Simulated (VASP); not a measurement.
Given:

```xyz
3
Lattice="0.0000 2.5362 2.5362 2.5362 0.0000 2.5362 2.5362 2.5362 0.0000" Properties=species:S:1:pos:R:3 pbc="T T T"
Hf     0.0000     0.0000     0.0000
O      1.2681     1.2681     1.2681
O      3.8043     3.8043     3.8043
```

Level of theory: modified Becke-Johnson potential (mBJ), VASP's PBE PAW potentials (set 64) (plane waves; VASP). Settings: 520 eV cut-off, 6×6×6 Γ-centred mesh, Gaussian smearing of 0.050 eV, potentials Hf_pv O.

mBJ is a potential without an energy functional, so only the levels count. Unless said otherwise, spin-orbit coupling is left out, though it shifts the bands of the heavy elements here.

Task: Predict the band gap (over mesh and band path) with the smallest direct gap where there is one.

Result: 
```json
{
  "band gap (over mesh and band path)": "5.74 eV",
  "smallest direct gap (over mesh and band path)": "5.75 eV"
}
```

Only differences to runs with the same potentials and settings are physical.

The compound is HfO2 in the fluorite structure, the high-temperature cubic form, which is unstable at 0 K; the monoclinic form is the stable one. It was relaxed first. The cell's shape comes from a PBE relaxation.
